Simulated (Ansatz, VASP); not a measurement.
# Ge (Germanium): VASP beside Ansatz

Wanted: the spread between two codes on one cell, functional and k mesh. The cell is taken from a series of runs on this material, whose earlier steps may have relaxed, scaled, displaced or heated it; both programs get it as it stands.

Main program and level: Ansatz 0.2.0; plane waves, with VASP 6.6.1 beside it; G0W0 gap at r2SCAN.

## 1. The starting structure

It takes space group I4_1/amd (No. 141, tetragonal). The conventional cell has a = 3.941 Å, b = 3.941 Å, c = 5.658 Å, α = 90.00°, β = 90.00°, γ = 90.00°. Nearest to Ge lie 4 Ge at 2.43 Å.

## 2. Ansatz: G0W0 gap, r2SCAN

Ansatz runs on its PAW soft_1 files.

Quasiparticle shifts depend on high empty states and on the cores, so they are the hardest test of two PAW sets.

Input file input.yaml:

```yaml
crystal:
  lattice:
    - [0.0, 2.78647635, 2.82891]
    - [2.78647635, 0.0, 2.82891]
    - [2.78647635, 2.78647635, 0.0]
  atoms:
    - { symbol: Ge, position: [0.0, 0.0, 0.0] }
    - { symbol: Ge, position: [0.25, 0.25, 0.25] }
kpoints:
  mp_grid: { grid: [6, 6, 6] }
hamiltonian:
  xc: r2scan
  pseudopotentials: { kind: paw, azcp: { folder: soft_1 } }
scf:
  occupations: { method: fixed }
gw:
  n_empty_bands: 170
  ecut_chi: 140
  qp_bands: [v2, c2]
  qp_kpoints: band_edges
  screening: { model: contour_deformation }
```

The run is started by

```console
ansatz run input.yaml --threads 3 --pin off --max-ram 92160MiB --backend cuda --events-out ev --progress --plain --runs-dir out --devices 1 --max-vram 13GiB
```

Numbers of over 12 decimals in the logs are rounded to 6 here.

Output:

```text
GPUs: using 1 of 1 available (devices: 1).
Engine: ansatz 0.2.0, x86_64-unknown-linux-gnu
Pseudopotentials: kind: paw
Pseudopotential: Ge, paw, valence charge 14, recommended cutoff 500 eV (meta_gga), soft_1/Ge.paw.azcp
Functional definition: r2SCAN
  parameter k0 = 0.174
  parameter k1 = 0.065
  parameter a1 = 4.9479
  exchange = r2scan_x(k0 = k0, k1 = k1, a1 = a1)
  correlation = r2scan_c
device memory: the entry about to start is reckoned to put 0.8 GiB on a device that reports 54.6 GiB free (of which the cap on the GPU budget leaves the run 13.0 GiB)
GPU FFT provider: cuFFT
GPU libraries: cuBLAS 13.8.2, cuFFT 12.4.0, cuSOLVER 12.3.4
Crystal: 2 atoms, lattice volume = 43.930 Å³
Basis set: ecut = 500 eV, 1107 PW (Γ), exchange–correlation on 120×120×120 points (64 copies of the dense FFT grid, shifted against one another)
Bands: 18, of which v1, the nominal top of the filled ones, is band 14 counted from 1 (13 counted from 0)
Symmetry: 16 space group operations
Space group: I41/amd (ITA 141), of the structure as read, at distance tolerance 3.5e-5 Å
k-points: 30 of 216
Non-local potential: Ge, projectors of the file, l = 0: 2, l = 1: 2, l = 2: 3, l = 3: 1
PAW form: soft (Blöchl's): semilocal exchange-correlation on the pseudo side does not see the compensation charge
PAW frozen core: Ge, regenerated for the run's functional (the file was generated under x = pbe(κ = 0.804, μ = 0.219515), c = pbe(β = 0.066725))
PAW one-centre angular grid: Ge, 590 points (default); XC on 160 Gauss nodes
Initial density: superposition of atomic densities (chi_scale 0.1, normalization cell)
Initial wavefunctions: pseudopotential atomic-orbital guess
GPU buffer pool allocated for 27000 grid points (all kernels)
GPU transforms: local potential and band sums: pruned to the plane-wave sphere, on 30×30×30
Functional: x = r2scan, c = r2scan; τ floored in thin density (d = 2e-4 eV/Å³)
iter 1 solved again at ethr=1.86e-3 eV; its pass at ethr=3.10e-3 eV (dr2=5.20e-1 eV) is discarded
SCF iter   1: F=—  HF=-8605.696574 eV  |F-HF|=—  |Δ(HF+E_count)|=         —  Δρ=3.97e-2  dr2=5.21e-1  dr2_τ=5.49e-3  ethr=1.86e-3  ⟨swp⟩=1.0  Hψ=3051  notcnv=0  defer=15
preconditioner: auto → none  [insulator: Δε(μ)=0.407 eV  Ē_g=24.487 eV  n_scr=14 (ndim 8)  ℏωp=29.6 eV  f_vac=0.000  ε∞_Penn≈2.5]
SCF iter   2: F=—  HF=-8605.743796 eV  |F-HF|=—  |Δ(HF+E_count)|=   4.72e-2  Δρ=2.00e-2  dr2=1.10e-1  dr2_τ=7.22e-4  ethr=1.86e-3  ⟨swp⟩=2.0  Hψ=606  notcnv=0  defer=54
SCF iter   3: F=—  HF=-8605.777096 eV  |F-HF|=—  |Δ(HF+E_count)|=   3.33e-2  Δρ=3.12e-3  dr2=1.71e-3  dr2_τ=3.55e-5  ethr=3.91e-4  ⟨swp⟩=3.1  Hψ=1027  notcnv=0  defer=55
SCF iter   4: F=—  HF=-8605.775472 eV  |F-HF|=—  |Δ(HF+E_count)|=   1.62e-3  Δρ=6.70e-4  dr2=7.49e-5  dr2_τ=1.00e-6  ethr=6.12e-6  ⟨swp⟩=2.3  Hψ=1030  notcnv=0  defer=59
SCF iter   5: F=—  HF=-8605.775500 eV  |F-HF|=—  |Δ(HF+E_count)|=   2.84e-5  Δρ=1.34e-4  dr2=3.03e-6  dr2_τ=4.81e-8  ethr=2.68e-7  ⟨swp⟩=2.0  Hψ=960  notcnv=0  defer=57
SCF iter   6: F=-8605.775501 eV  HF=-8605.775501 eV  |F-HF|=5.68e-9  |Δ(HF+E_count)|=   1.07e-6  Δρ=4.47e-6  dr2=2.56e-9  dr2_τ=1.07e-10  ethr=3.57e-10  ⟨swp⟩=3.9  Hψ=2229  notcnv=0
SCF 1 converged in 6 iterations: F = -8605.775501 eV  dr2 = 2.56e-9
  greatest PAW one-centre occupation: 0.998 electrons in one spin orbital (limit 2), on the Ge atom at site 0 (counted from 0), in its partial waves of l = 2
device memory: the entry about to start is reckoned to put 0.9 GiB on a device that reports 57.2 GiB free (of which the cap on the GPU budget leaves the run 13.0 GiB)
NSCF: frozen V_eff on 30 k-points, pencils in batches of 32, up to order 72
the band table was solved once the SCF had ended and its energy, with any forces and stress, was formed, with the checks that follow a solve (2745 applications of the Hamiltonian). They found nothing against the state; the energy, forces and stress were not computed again (output.eigenvalues in the input reference)
device memory: the entry about to start is reckoned to put 2.4 GiB on a device that reports 54.8 GiB free (of which the cap on the GPU budget leaves the run 13.0 GiB)
NSCF: frozen V_eff on 30 k-points
G₀W₀ screening: q 1/30
[... further progress lines ...]
device memory: the entry about to start is reckoned to put 0.4 GiB on a device that reports 58.8 GiB free (of which the cap on the GPU budget leaves the run 13.0 GiB)
NSCF: frozen V_eff on 1 k-points
device memory: the entry about to start is reckoned to put 0.4 GiB on a device that reports 60.7 GiB free (of which the cap on the GPU budget leaves the run 13.0 GiB)
NSCF: frozen V_eff on 1 k-points
device memory: the entry about to start is reckoned to put 0.4 GiB on a device that reports 58.8 GiB free (of which the cap on the GPU budget leaves the run 13.0 GiB)
NSCF: frozen V_eff on 1 k-points
SCF converged after 6 iterations
Free energy (F): -8605.775501 eV
Harris-Foulkes:  -8605.775501 eV  (|F-HF|=5.68e-9)
Internal energy: -8605.775501 eV  (E = F + TS)
E sigma→0 (E₀):  -8605.775501 eV
Fermi energy:    8.805126 eV
--- Per-component energies (eV) ---
  E_band       = -308.762671
  E_kinetic    = 186.059085
  E_local      = -4459.159892  (includes V_loc(G=0)·N_el)
  E_nonlocal   = 437.405399
  E_hartree    = 2132.066769
  E_xc         = -132.234220
  E_vxc        = -137.315404  (∫ρ·V_xc dr)
  E_paw        = -4053.299897  (= ΣΔE_a)
  E_vpaw       = -607.039882  (= ΣTr[D̂ρ^β])
  E_aug_tail   = -0.000009  (compensation charges beyond the density's cutoff)
  E_vtau       = 7.154023  (kinetic-family band-sum trace: ∫τ·v_τ [+ j·A + Jᵃ·Aᵃ] dr)
  E_ewald      = -2714.441214
  E_core_change = -2.171521  (= ΣΔE_core)
  E_smearing   = -0.000000  (= −TS)
  E_closure    = 0.000000  (closes the sum)
  Σ components = -8605.775501   (vs F -8605.775501, Δ=0.00e0)
--- Band table (eV; the first three rows and the last of 30) ---
  k-point 0: bands = [... 10 lower, -4.7752, 8.6765, 8.8051, 8.8051, 9.5012, 11.4722, 11.4722, 11.5546]
  k-point 1: bands = [... 10 lower, -4.4118, 5.5707, 8.1418, 8.2429, 10.1412, 12.2376, 12.2647, 13.4492]
  k-point 2: bands = [... 10 lower, -3.4012, 2.3968, 7.4232, 7.5564, 9.5590, 12.7902, 12.8519, 16.4727]
  k-point 29: bands = [... 10 lower, -0.6216, -0.6216, 5.5026, 5.5026, 9.7967, 9.7967, 19.1469, 19.1469]
--- G₀W₀: contour deformation, 8 samples at zero and on the imaginary axis and 2 off it, 216 q-points, 170 empty bands' worth ---
  eigenvalues of the whole cell's RPA ε∞ on this k-mesh (on a slab, of 1 + 4πα/V) = 32.0393, 39.2778, 39.2778; static W/v taken at q = 0 is 0.027238
  bands read: the sum over 184 bands ends inside a degenerate multiplet in 1 slot, whose members it reads at an even weight; the widest, k=13: bands 184 to 185 (counted from 1) at 1/2 each
  gw.qp_kpoints: band_edges: 14 of 30 stored k-points solved, in 1 pass; an edge of the gap read off the rows below is read off those points alone
    valence top: of the k-points left out ik 14 came nearest to being solved in a further pass, in band 14 (counted from 1, as in the quasiparticle table): it holds the edge there only if its correction is more favourable than any solved in that band by at least 0.719 eV; those differ by 0.019 eV
    conduction bottom: of the k-points left out ik 10 came nearest to being solved in a further pass, in band 15 (counted from 1, as in the quasiparticle table): it holds the edge there only if its correction is more favourable than any solved in that band by at least 0.490 eV; those differ by 0.322 eV
    ik  band        ε_KS         Σx   Σc(E_QP)       V_xc       Z   E_QP_lin       E_QP  E_QP is
     0    13      8.8051   -15.7217     0.6010   -14.8154  0.7774     8.4971     8.4998  root
     0    14      8.8051   -15.7217     0.6010   -14.8154  0.7774     8.4971     8.4998  root
     0    15      9.5012   -12.7786    -4.0141   -17.0016  0.7779     9.7112     9.7101  root
     0    16     11.4722    -8.5449    -4.0862   -12.7176  0.7673    11.5589    11.5587  root
     1    13      8.1418   -15.4469     0.7446   -14.4077  0.7737     7.8447     7.8473  root
     1    14      8.2429   -15.4076     0.7164   -14.3974  0.7739     7.9466     7.9492  root
     1    15     10.1412   -10.3316    -3.9151   -14.3477  0.7768    10.2425    10.2422  root
     1    16     12.2376    -8.6947    -4.2874   -13.0452  0.7604    12.3008    12.3006  root
     2    13      7.4232   -15.4652     1.0455   -14.1177  0.7680     7.1184     7.1212  root
     2    14      7.5564   -15.4437     1.0124   -14.1304  0.7685     7.2527     7.2555  root
     2    15      9.5590   -10.1361    -3.7643   -13.9577  0.7806     9.6165     9.6164  root
     2    16     12.7902    -7.9733    -4.4737   -12.4581  0.7576    12.8013    12.8013  root
     3    13      7.1567   -15.5116     1.1654   -14.0406  0.7658     6.8480     6.8510  root
     3    14      7.3043   -15.4991     1.1305   -14.0639  0.7663     6.9967     6.9996  root
     3    15      9.3256   -10.2059    -3.7079   -13.9612  0.7816     9.3731     9.3730  root
     3    16     12.7360    -7.6388    -4.4404   -12.0669  0.7601    12.7237    12.7237  root
     4    13      7.3020   -15.1469     1.0009   -13.8504  0.7673     7.0037     7.0064  root
     4    14      7.3690   -15.0957     0.9852   -13.8129  0.7675     7.0686     7.0714  root
     4    15     10.4944    -8.0751    -3.8267   -11.8857  0.7775    10.4783    10.4783  root
     4    16     12.0671   -10.6757    -4.3760   -15.1344  0.7629    12.1500    12.1498  root
     6    13      5.4906   -15.1522     1.6145   -13.2403  0.7465     5.1902     5.1931  root
     6    14      6.5863   -15.3116     1.3571   -13.6457  0.7594     6.2743     6.2775  root
     6    15     10.6610    -8.9167    -3.9429   -12.8531  0.7764    10.6544    10.6544  root
     6    16     12.9652    -8.1733    -4.5956   -12.7399  0.7572    12.9362    12.9362  root
[...]
28    13      4.7738   -14.7721     2.0433   -12.4157  0.7339     4.4572     4.4608  root
    28    14      4.7738   -14.7721     2.0433   -12.4157  0.7339     4.4572     4.4608  root
    28    15     11.9016    -7.7830    -4.2860   -11.9927  0.7675    11.8254    11.8252  root
    28    16     11.9016    -7.7830    -4.2860   -11.9927  0.7675    11.8254    11.8252  root
    29    13      5.5026   -15.2402     1.8274   -13.1052  0.7429     5.1915     5.1951  root
    29    14      5.5026   -15.2402     1.8274   -13.1052  0.7429     5.1915     5.1951  root
    29    15      9.7967    -7.5475    -3.7426   -11.1771  0.7854     9.6840     9.6837  root
    29    16      9.7967    -7.5475    -3.7426   -11.1771  0.7854     9.6840     9.6837  root
```

(Continued in part 2 of 2.)

[Lines on the potential files, build, host, timing and source positions are cut from VASP's logs without a mark.]

[Logs are printed without paths, hosts, clocks, repeated set-up lines and the standing remarks that a program may print on its own settings, such as how far it seeks lower states.]

[Hosts, paths, dates, database ids (printed as entryN), source tags and the programs' standing remarks are cut or masked in the printed files.]
